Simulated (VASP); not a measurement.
Data:

```
S2Si
1.0
   -2.94253     5.02634     2.83983
    2.94253    -5.02634     2.83983
    2.94253     5.02634    -2.83983
Si S
2 4
Direct
  0.75000   0.75000   0.00000
  0.25000   0.25000   0.00000
  0.88475   0.79856   0.68331
  0.11525   0.20144   0.31669
  0.61525   0.29856   0.91381
  0.38475   0.70144   0.08619
```

Level of theory: PBE GGA, VASP's PBE PAW potentials (set 64) (plane waves; VASP 6.6.1). Settings: 300 eV cut-off, 4×4×4 Γ-centred mesh, Fermi-Dirac smearing of 0.010 eV, potentials Si S.

Question: Give the force on each atom (eV/Å).

Answer: 
```csv
atom,Fx,Fy,Fz
Si1,0.000,0.000,0.000
Si2,0.000,0.000,0.000
S3,0.520,0.502,0.000
S4,-0.520,-0.502,0.000
S5,0.520,-0.502,0.000
S6,-0.520,0.502,0.000
```

Question: Give the stress tensor in GPa (positive for a compressed cell).

Answer: 
```
-2.15   0.00   0.00
 0.00  -1.97   0.00
 0.00   0.00  -3.68
```
The pressure is its mean diagonal, -2.60 GPa.

The structure comes from a computed database's SiS2 entry; how it stands against other phases isn't given here. The cell was not relaxed at this level.
